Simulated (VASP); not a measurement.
Data:

```
CELL_PARAMETERS angstrom
     -1.59606     1.59606     3.91358
      1.59606    -1.59606     3.91358
      1.59606     1.59606    -3.91358
ATOMIC_POSITIONS crystal
  Si 0.66493 0.66493 0.00000
  Si 0.33507 0.33507 0.00000
  Mo 0.00000 0.00000 0.00000
```

Method: PBEsol GGA, VASP's PBE PAW potentials (set 64) (plane waves; VASP). Numerical set-up: 520 eV cut-off, 15×15×15 Γ-centred mesh, tetrahedra with Blöchl corrections, potentials Si Mo_sv.

Question: Estimate the energy per atom (σ→0), band gap (on the k-mesh) with the smallest direct gap where there is one.

Answer: 
The band gap (on the k-mesh) comes out as none (metal, semimetal or under 0.01 eV) and the energy per atom (σ→0) comes out as -8.360 eV/atom.

Only differences to runs with the same potentials and settings are physical.

The compound is MoSi2 in the MoSi2 type structure. It was relaxed first.
